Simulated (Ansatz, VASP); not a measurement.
## CaO (CaO (001), 5 units): VASP beside Ansatz

Aim: how closely do two programs agree when they are given the same cell, functional and k mesh? Of the first pair: The structure shown is the start of the Ansatz relaxation below; VASP solves that cell, so the two are compared at the walk's first step.

Main program and level: Ansatz 0.2.0; plane waves, with VASP 6.6.1 beside it; single point at PBE.

### Step 1. The structure

The cell holds 10 atoms: 5 Ca and 5 O. Cell: a = 3.401 Å, b = 3.401 Å, c = 43.040 Å, α = 90.0°, β = 90.0°, γ = 90.0°. It derives from CaO (rocksalt CaO). Vacuum lies along c. The height across the vacuum is the one that the program set for its solve, not the one typed.

### Step 2. Ansatz: relaxation, PBE

Ansatz runs on its default PAW (the set named soft_2) files.

The two programs are compared at the cell with which this relaxation starts, whose forces are those of its first step.

input.yaml reads:

```yaml
crystal:
  lattice:
    - [3.40118362, 0.0, 0.0]
    - [0.0, 3.40118362, 0.0]
    - [0.0, 0.0, 25.62]
  atoms:
    - { symbol: Ca, position: [0.5, 0.5, 0.31225605] }
    - { symbol: O, position: [0.0, 0.0, 0.31225605] }
    - { symbol: Ca, position: [0.0, 0.0, 0.406128025] }
    - { symbol: O, position: [0.5, 0.5, 0.406128025] }
    - { symbol: Ca, position: [0.5, 0.5, 0.5] }
    - { symbol: O, position: [0.0, 0.0, 0.5] }
    - { symbol: Ca, position: [0.0, 0.0, 0.593871975] }
    - { symbol: O, position: [0.5, 0.5, 0.593871975] }
    - { symbol: Ca, position: [0.5, 0.5, 0.68774395] }
    - { symbol: O, position: [0.0, 0.0, 0.68774395] }
  periodic: [true, true, false]
kpoints:
  mp_grid: { grid: [8, 8, 1] }
hamiltonian:
  xc: pbe
scf:
  occupations: { method: fermi_dirac, width: 0.05 }
relax:
  f_tol: 0.01
  max_steps: 90
  cell: {}
```

On the command line:

```console
$ ansatz run input.yaml --threads 4 --pin off --max-ram 8192MiB --backend cpu --events-out ev --progress --plain --runs-dir out
```

Numbers of over 12 decimals in the logs are rounded to 6 here.

Output:

```text
Warning: crystal.periodic: the lattice vector that does not repeat stood 0.000° off the slab's normal, 25.620 Å along it as the deck builds it. The run solves the slab on a vector along the normal, 43.040 Å long, with every atom where it was (on the deck's vector they left 16.00 Å outside them, and the widest stretch free of ions among them is 2.40 Å). A fractional position that the run reports is one of the run's ce [...]
crystal.periodic: the lattice vector that does not repeat stood 0.000° off the slab's normal, 25.620 Å along it as the deck builds it. The run solves the slab on a vector along the normal, 43.040 Å long, with every atom where it was (on the deck's vector they left 16.00 Å outside them, and the widest stretch free of ions among them is 2.40 Å). A fractional position that the run reports is one of the run's cell, which [...]
Engine: ansatz 0.2.0, x86_64-unknown-linux-gnu
Pseudopotentials: kind: paw
Pseudopotential: Ca, paw, valence charge 10, recommended cutoff 420 eV (normal), Ca.paw.azcp
Pseudopotential: O, paw, valence charge 6, recommended cutoff 420 eV (normal), O.paw.azcp
Functional definition: PBE
  parameter kappa = 0.804
  parameter beta = 0.066725
  exchange = pbe_x(kappa = kappa, mu = beta*pi^2/3)
  correlation = pbe_c(beta = beta)
Crystal: 10 atoms, lattice volume = 497.889 Å³
Basis set: ecut = 420 eV, 9739 PW (Γ), exchange–correlation on 48×48×576 points (8 copies of the dense FFT grid, shifted against one another)
Bands: 50, of which v1, the nominal top of the filled ones, is band 40 counted from 1 (39 counted from 0)
Symmetry: 16 space group operations
Space group: P4/mmm (ITA 123), of the structure as read, at distance tolerance 7.9e-5 Å
k-points: 15 of 64
Non-local potential: Ca, projectors of the file, l = 0: 3, l = 1: 2, l = 2: 2
Non-local potential: O, projectors of the file, l = 0: 2, l = 1: 2, l = 2: 1
PAW form: soft (Blöchl's): semilocal exchange-correlation on the pseudo side does not see the compensation charge
PAW one-centre angular grid: Ca, 110 points (default); XC on 64 Gauss nodes
[...]
SCF iter   2: F=—  HF=-11937.712291 eV  |F-HF|=—  |Δ(HF+E_count)|=   1.80e-4  Δρ=3.11e-5  dr2=1.65e-6  ethr=3.70e-9  ⟨swp⟩=3.0  Hψ=1496  notcnv=0
SCF iter   3: F=—  HF=-11937.712292 eV  |F-HF|=—  |Δ(HF+E_count)|=   1.16e-6  Δρ=1.79e-5  dr2=4.22e-7  ethr=2.07e-9  ⟨swp⟩=2.5  Hψ=1163  notcnv=0
SCF iter   4: F=—  HF=-11937.712293 eV  |F-HF|=—  |Δ(HF+E_count)|=   4.10e-7  Δρ=1.67e-6  dr2=6.34e-9  ethr=5.27e-10  ⟨swp⟩=2.5  Hψ=1168  notcnv=0
SCF iter   5: F=—  HF=-11937.712293 eV  |F-HF|=—  |Δ(HF+E_count)|=   3.38e-9  Δρ=8.41e-7  dr2=1.55e-9  ethr=7.93e-12  ⟨swp⟩=2.9  Hψ=1450  notcnv=0
SCF iter   6: F=—  HF=-11937.712293 eV  |F-HF|=—  |Δ(HF+E_count)|=   1.08e-9  Δρ=3.39e-7  dr2=2.60e-10  ethr=1.94e-12  ⟨swp⟩=2.9  Hψ=1309  notcnv=0
SCF iter   7: F=-11937.712293 eV  HF=-11937.712293 eV  |F-HF|=2.91e-11  |Δ(HF+E_count)|=  3.97e-10  Δρ=1.23e-7  dr2=2.23e-11  ethr=1.00e-12  ⟨swp⟩=6.9  Hψ=4621  notcnv=0
SCF 6 converged in 7 iterations: F = -11937.712293 eV  dr2 = 2.23e-11
relax step   6: F+E_penalty+E_count = -11937.71229261 eV  Δ(F+E_penalty+E_count) = +5.446e-3 eV  max|allowed force component| = 4.512e-4 eV/Å  Δτ_max = 0.0000 Å  P = -0.108 N/m  Ω = 489.946 Å³  fix = [c, alpha, beta]  reactions: c -0.000 N/m  stress off target by 1.08e-1 N/m on what of the cell is left free  SCF on the basis re-selected at this cell (its energy is not comparable with the rows above)  (7 SCF iters)
[...]
relax step   7: F+E_penalty+E_count = -11937.71254672 eV  Δ(F+E_penalty+E_count) = -2.541e-4 eV  max|allowed force component| = 2.605e-4 eV/Å  Δτ_max = 0.0010 Å  P = -0.004 N/m  Ω = 489.640 Å³  energy of the carried Pulay correction = +2.287e-4 eV  fix = [c, alpha, beta]  reactions: c -0.000 N/m  (6 SCF iters, dr2 threshold 7.61e-9 eV, accepted)
[...]
relax step   8: F+E_penalty+E_count = -11937.71234868 eV  Δ(F+E_penalty+E_count) = +1.980e-4 eV  max|allowed force component| = 2.762e-4 eV/Å  Δτ_max = 0.0000 Å  P = -0.006 N/m  Ω = 489.640 Å³  fix = [c, alpha, beta]  reactions: c -0.000 N/m  stress off target by 6.07e-3 N/m on what of the cell is left free  SCF on the basis re-selected at this cell (its energy is not comparable with the rows above)  (6 SCF iters)
basis re-selected at this cell: Δ(F+E_penalty+E_count) = +1.980e-4 eV, ΔP = -0.002 N/m vs the last step (what re-selecting the basis moved, of the pressure what is left beyond the Pulay correction that the steps carried, after the strain that the cell walked since its last selection, with what the two solves' SCF thresholds leave and, on support functions, any second-order correction that the steps lacked; it is no m [...]
SCF converged after 6 iterations
Free energy (F): -11937.712349 eV
Harris-Foulkes:  -11937.712349 eV  (|F-HF|=3.22e-10)
Internal energy: -11937.712349 eV  (E = F + TS)
E sigma→0 (E₀):  -11937.712349 eV
Fermi energy:    -2.531102 eV
--- Per-component energies (eV) ---
  E_band       = -1450.938481
  E_kinetic    = 2277.969783
  E_local      = -350129.012904  (includes V_loc(G=0)·N_el)
  E_nonlocal   = 557.380449
  E_hartree    = 173841.400324
  E_xc         = -1065.303328
  E_vxc        = -1340.140617  (∫ρ·V_xc dr)
  E_paw        = -5081.223620  (= ΣΔE_a)
  E_vpaw       = -499.947344  (= ΣTr[D̂ρ^β])
  E_aug_tail   = 0.012035  (compensation charges beyond the density's cutoff)
  E_ewald      = 167661.064911
  E_smearing   = -0.000000  (= −TS)
  E_closure    = 0.000000  (closes the sum)
  Σ components = -11937.712349   (vs F -11937.712349, Δ=0.00e0)
--- Forces (eV/Å), atoms counted from 1 ---
  atom   1  Ca     0.00000000     0.00000000     0.00011017
  atom   2  O      0.00000000     0.00000000    -0.00022292
  atom   3  Ca     0.00000000     0.00000000     0.00021239
  atom   4  O      0.00000000     0.00000000    -0.00027619
  atom   5  Ca    -0.00000000     0.00000000     0.00000000
  atom   6  O     -0.00000000    -0.00000000     0.00000000
  atom   7  Ca     0.00000000     0.00000000    -0.00021239
  atom   8  O      0.00000000     0.00000000     0.00027619
  atom   9  Ca     0.00000000     0.00000000    -0.00011017
  atom  10  O      0.00000000     0.00000000     0.00022292
  max |Σ_I F_I| component: 2.71e-20 eV/Å
--- 2D stress c σ (N/m, compression-positive) ---
       -0.006066      -0.000000      -0.000000
       -0.000000      -0.006066       0.000000
       -0.000000       0.000000      -0.000000
  P = ½ c Tr σ = -0.0061 N/m
--- Relaxed structure (6 steps of the walk, 6 accepted, 2 SCFs on fresh bases) ---
  F+E_penalty+E_count = -11937.71234868 eV   max|allowed force component| = 2.762e-4 eV/Å   (the final SCF, on the basis selected at the relaxed cell)
  cell:  # Å, volume = 489.6401 Å³
    - [3.372891, 0, 0]
    - [0, 3.372891, 0]
    - [0, 0, 43.040000]
  atoms:
    - { symbol: Ca, position: [0.500000, 0.500000, 0.185346] }
    - { symbol: O, position: [0, 0, 0.185796] }
    - { symbol: Ca, position: [0, 0, 0.241042] }
    - { symbol: O, position: [0.500000, 0.500000, 0.240851] }
    - { symbol: Ca, position: [0.500000, 0.500000, 0.297630] }
    - { symbol: O, position: [0, 0, 0.297630] }
    - { symbol: Ca, position: [0, 0, 0.354218] }
    - { symbol: O, position: [0.500000, 0.500000, 0.354409] }
    - { symbol: Ca, position: [0.500000, 0.500000, 0.409914] }
    - { symbol: O, position: [0, 0, 0.409464] }
```

### Step 3. VASP: single point, PBE, start cell, pair 1

The same cell, functional, mesh and smearing now go to VASP, with its own data sets.

Lines of VASP's logs that name or quote its potential files are left out, and so is its time.

INCAR reads:

```
SYSTEM = CaO
PREC = Accurate
ENCUT = 520
EDIFF = 1E-06
NELM = 120
ISMEAR = -1
SIGMA = 0.05
LREAL = .FALSE.
ALGO = Normal
GGA = PE
NBANDS = 50
LORBIT = 11
LWAVE = .FALSE.
LCHARG = .FALSE.
ISIF = 2
LDIPOL = .TRUE.
IDIPOL = 3
DIPOL = 0.5 0.5 0.298
LVHAR = .TRUE.
LASPH = .TRUE.
GGA_COMPAT = .FALSE.
EFERMI = MIDGAP
NELMDL = -8
KPAR = 2
```

POSCAR reads:

```
CaO
1.0
    3.4011840000      0.0000000000      0.0000000000
    0.0000000000      3.4011840000      0.0000000000
    0.0000000000      0.0000000000     43.0400000000
Ca O
5 5
Direct
    0.5000000000      0.5000000000      0.1858736059
    0.0000000000      0.0000000000      0.2417518587
    0.5000000000      0.5000000000      0.2976301115
    0.0000000000      0.0000000000      0.3535083643
    0.5000000000      0.5000000000      0.4093866171
    0.0000000000      0.0000000000      0.1858736059
    0.5000000000      0.5000000000      0.2417518587
    0.0000000000      0.0000000000      0.2976301115
    0.5000000000      0.5000000000      0.3535083643
    0.0000000000      0.0000000000      0.4093866171
```

KPOINTS reads:

```
Automatic mesh
0
Gamma
8 8 1
0 0 0
```

The projector-augmented-wave data sets are Ca_sv and O (PBE family, release 64).

On the command line:

```console
$ mpirun -np 2 vasp_std
```

Output:

```text
[banner, memory and clock lines left out]
running    2 mpi-ranks, on    1 nodes
 distrk:  each k-point on    1 cores,    2 groups
 distr:  one band on    1 cores,    1 groups

 POSCAR found type information on POSCAR CaO
 POSCAR found :  2 types and      10 ions
 LDA part: xc-table for (Slater+PW92), standard interpolation
 POSCAR, INCAR and KPOINTS ok, starting setup
 FFT: planning ... GRIDC
 FFT: planning ... GRID_SOFT
 FFT: planning ... GRID
 WAVECAR not read
 entering main loop
       N       E                     dE             d eps       ncg     rms          rms(c)
DAV:   1     0.838858273520E+03    0.83886E+03   -0.39676E+04  1900   0.135E+03
DAV:   2     0.311529687612E+02   -0.80771E+03   -0.78650E+03  1848   0.398E+02
DAV:   3    -0.683071428536E+02   -0.99460E+02   -0.98682E+02  2096   0.117E+02
DAV:   4    -0.734170217692E+02   -0.51099E+01   -0.50935E+01  2200   0.297E+01
DAV:   5    -0.740520518160E+02   -0.63503E+00   -0.63479E+00  2704   0.664E+00
DAV:   6    -0.740606126179E+02   -0.85608E-02   -0.85595E-02  2128   0.116E+00
DAV:   7    -0.740610762008E+02   -0.46358E-03   -0.46357E-03  2512   0.226E-01
DAV:   8    -0.740610939718E+02   -0.17771E-04   -0.17770E-04  2096   0.464E-02    0.197E+01
DAV:   9    -0.639196817057E+02    0.10141E+02   -0.58496E+01  2186   0.348E+01    0.834E+00
DAV:  10    -0.636904000833E+02    0.22928E+00   -0.68486E+00  1968   0.115E+01    0.455E+00
DAV:  11    -0.632979129750E+02    0.39249E+00   -0.12715E+00  1928   0.596E+00    0.149E+00
DAV:  12    -0.631701591554E+02    0.12775E+00   -0.30255E-01  1920   0.267E+00    0.474E-01
DAV:  13    -0.631383733685E+02    0.31786E-01   -0.58203E-02  2432   0.868E-01    0.384E-01
DAV:  14    -0.631142244015E+02    0.24149E-01   -0.15074E-02  1878   0.520E-01    0.157E-01
[...]
DAV:  22    -0.631095186497E+02   -0.43298E-03   -0.86792E-05  1512   0.261E-02    0.939E-03
DAV:  23    -0.631096963233E+02   -0.17767E-03   -0.25053E-05  1570   0.156E-02    0.261E-03
DAV:  24    -0.631098202517E+02   -0.12393E-03   -0.10989E-05  1434   0.759E-03    0.179E-03
DAV:  25    -0.631098578378E+02   -0.37586E-04   -0.13397E-06  1252   0.379E-03    0.107E-03
DAV:  26    -0.631098791912E+02   -0.21353E-04   -0.63714E-07  1176   0.244E-03    0.373E-04
DAV:  27    -0.631098858921E+02   -0.67009E-05   -0.19210E-07  1098   0.143E-03    0.322E-04
DAV:  28    -0.631098879210E+02   -0.20289E-05   -0.73224E-08  1118   0.967E-04    0.226E-04
DAV:  29    -0.631098888992E+02   -0.97821E-06   -0.35783E-08  1056   0.638E-04
   1 F= -.63109889E+02 E0= -.63109889E+02  d E =-.273628E-13
```

From OUTCAR (step 3):

```text
ion  position               nearest neighbor table
   1  0.500  0.500  0.186-   7 2.41   6 2.41   6 2.41   6 2.41   6 2.41
   2  0.000  0.000  0.242-   6 2.41   8 2.41   7 2.41   7 2.41   7 2.41   7 2.41
   3  0.500  0.500  0.298-   7 2.41   9 2.41   8 2.41   8 2.41   8 2.41   8 2.41
   4  0.000  0.000  0.354-   8 2.41  10 2.41   9 2.41   9 2.41   9 2.41   9 2.41
   5  0.500  0.500  0.409-   9 2.41  10 2.41  10 2.41  10 2.41  10 2.41
   6  0.000  0.000  0.186-   2 2.41   1 2.41   1 2.41   1 2.41   1 2.41
   7  0.500  0.500  0.242-   1 2.41   3 2.41   2 2.41   2 2.41   2 2.41   2 2.41
   8  0.000  0.000  0.298-   2 2.41   4 2.41   3 2.41   3 2.41   3 2.41   3 2.41
   9  0.500  0.500  0.354-   3 2.41   5 2.41   4 2.41   4 2.41   4 2.41   4 2.41
  10  0.000  0.000  0.409-   4 2.41   5 2.41   5 2.41   5 2.41   5 2.41

  LATTYP: Found a simple tetragonal cell.
 ALAT       =     3.4011840000
 C/A-ratio  =    12.6544168149

 Subroutine GETGRP returns: Found 16 space group operations
 (whereof  8 operations were pure point group operations)

The static configuration has the point symmetry C_4v.
 The point group associated with its full space group is D_4h.

 Found     15 irreducible k-points:

   k-points           NKPTS =     15   k-points in BZ     NKDIM =     15   number of bands    NBANDS=     50

   dimension x,y,z NGX =    28 NGY =   28 NGZ =  320
   dimension x,y,z NGXF=    56 NGYF=   56 NGZF=  640

   ENCUT  =  520.0 eV  38.22 Ry    6.18 a.u.   6.32  6.32 80.03*2*pi/ulx,y,z

   NELECT =      80.0000    total number of electrons

 k-points in reciprocal lattice and weights: Automatic mesh
   0.00000000  0.00000000  0.00000000       0.016
   0.12500000  0.00000000  0.00000000       0.062
   0.25000000  0.00000000  0.00000000       0.062
   0.37500000  0.00000000  0.00000000       0.062
   0.50000000  0.00000000  0.00000000       0.031
   0.12500000  0.12500000  0.00000000       0.062
   0.25000000  0.12500000  0.00000000       0.125
   0.37500000  0.12500000  0.00000000       0.125
   0.50000000  0.12500000  0.00000000       0.062
[...]
0.50000000  0.37500000  0.00000000       0.062
   0.50000000  0.50000000  0.00000000       0.016

 dipolmoment           0.000000      0.000000     -0.000002 electrons x Angstroem

 average (electrostatic) potential at core
       1 -49.2046       2 -48.7284       3 -48.8087       4 -48.7284       5 -49.2046
       6 -74.7224       7 -75.0225       8 -75.0031       9 -75.0225      10 -74.7224

 E-fermi :  -0.7697

 k-point     1 :       0.0000    0.0000    0.0000
  band No.  band energies     occupation
    ...
     36      -2.5859      2.00000
     37      -2.2815      2.00000
     38      -2.2815      2.00000
     39      -2.2619      2.00000
     40      -2.2619      2.00000
     41       0.7225      0.00000
     42       0.7952      0.00000
     43       1.3409      0.00000
     44       1.7284      0.00000
     45       1.8304      0.00000
    ...

 k-point     2 :       0.1250    0.0000    0.0000
  band No.  band energies     occupation
    ...
     36      -2.7465      2.00000
     37      -2.6327      2.00000
     38      -2.5516      2.00000
     39      -2.4435      2.00000
     40      -2.4280      2.00000
     41       0.9345      0.00000
     42       0.9879      0.00000
     43       1.7654      0.00000
     44       2.0350      0.00000
     45       2.1247      0.00000
    ...

 k-point     3 :       0.2500    0.0000    0.0000
  band No.  band energies     occupation
    ...
     36      -3.1055      2.00000
     37      -2.9984      2.00000
     38      -2.7996      2.00000
     39      -2.7909      2.00000
     40      -2.7834      2.00000
     41       1.4949      0.00000
     42       1.5252      0.00000
     43       2.6443      0.00000
     44       2.7720      0.00000
     45       2.8002      0.00000
    ...

  Total       -1.4732679     -1.4732679      0.1280884      0.0000000      0.0000000      0.0000000
  in kB       -4.7408890     -4.7408890      0.4121810      0.0000000      0.0000000      0.0000000
  external PRESSURE =      -3.0231990 kB  Pullay stress =       0.0000000 kB

  energy-cutoff  :      520.00
  volume of cell :      497.89
      direct lattice vectors                 reciprocal lattice vectors
     3.401184000  0.000000000  0.000000000     0.294015261  0.000000000  0.000000000
     0.000000000  3.401184000  0.000000000     0.000000000  0.294015261  0.000000000
     0.000000000  0.000000000 43.040000000     0.000000000  0.000000000  0.023234201

 POSITION                                       TOTAL-FORCE (eV/Angst)
 -----------------------------------------------------------------------------------
      1.70059      1.70059      8.00000         0.000000     -0.000000     -0.046914
      0.00000      0.00000     10.40500         0.000000      0.000000     -0.119809
      1.70059      1.70059     12.81000         0.000000     -0.000000     -0.000000
      0.00000      0.00000     15.21500         0.000000      0.000000      0.119809
      1.70059      1.70059     17.62000         0.000000      0.000000      0.046914
      0.00000      0.00000      8.00000        -0.000000      0.000000      0.150656
      1.70059      1.70059     10.40500        -0.000000     -0.000000     -0.146265
      0.00000      0.00000     12.81000         0.000000      0.000000      0.000000
      1.70059      1.70059     15.21500         0.000000      0.000000      0.146265
      0.00000      0.00000     17.62000         0.000000     -0.000000     -0.150656
 -----------------------------------------------------------------------------------
    total drift:                                0.000000      0.000000     -0.000088

  FREE ENERGIE OF THE ION-ELECTRON SYSTEM (eV)
  ---------------------------------------------------
  free  energy   TOTEN  =       -63.1098888992 eV

  energy  without entropy=      -63.1098888992  energy(sigma->0) =      -63.10988890

 vacuum level on the upper side and lower side of the slab         1.845         1.845

 total charge
# of ion       s       p       d       tot
------------------------------------------
    1        2.036   5.866   0.279   8.182
    2        2.041   5.881   0.301   8.223
    3        2.040   5.881   0.300   8.221
    4        2.041   5.881   0.301   8.223
    5        2.036   5.866   0.279   8.182
    6        1.550   3.417   0.000   4.967
    7        1.550   3.450   0.000   5.000
    8        1.550   3.452   0.000   5.001
    9        1.550   3.450   0.000   5.000
   10        1.550   3.417   0.000   4.967
--------------------------------------------------
tot         17.945  46.561   1.460  65.966

[... 3 further parts left out ...]
```

### Step 4. Differences

Known differences besides the potentials themselves: Ansatz cuts the interaction across the vacuum, VASP repeats the sheet with a dipole correction; the cutoff is 420 eV in Ansatz and 520 eV in VASP. Total energies have different zeros and are not compared.

Forces (eV/Å; atoms numbered as in POSCAR):

| atom | Ansatz x, y, z | VASP x, y, z |
| --- | --- | --- |
| Ca1 | 0.000, 0.000, -0.015 | 0.000, 0.000, -0.047 |
| Ca2 | 0.000, 0.000, -0.119 | 0.000, 0.000, -0.120 |
| Ca3 | 0.000, 0.000, 0.000 | 0.000, 0.000, 0.000 |
| Ca4 | 0.000, 0.000, 0.119 | 0.000, 0.000, 0.120 |
| Ca5 | 0.000, 0.000, 0.015 | 0.000, 0.000, 0.047 |
| O6 | 0.000, 0.000, 0.172 | 0.000, 0.000, 0.151 |
| O7 | 0.000, 0.000, -0.144 | 0.000, 0.000, -0.146 |
| O8 | 0.000, 0.000, 0.000 | 0.000, 0.000, 0.000 |
| O9 | 0.000, 0.000, 0.144 | 0.000, 0.000, 0.146 |
| O10 | 0.000, 0.000, -0.172 | 0.000, 0.000, -0.151 |

The forces differ by 9.8 meV/Å r.m.s., which is 15.4 % of the r.m.s. force of 0.064 eV/Å (both taken over all components). With vacuum in the cell, a pressure given here is an average over mostly empty space and none of the material.

(Continued in part 2 of 2.)

[Lines on the potential files, build, host, timing and source positions are cut from VASP's logs without a mark.]

[Logs are printed without paths, hosts, clocks, repeated set-up lines and the standing remarks that a program may print on its own settings, such as how far it seeks lower states.]

[Hosts, paths, dates, database ids (printed as entryN), source tags and the programs' standing remarks are cut or masked in the printed files.]
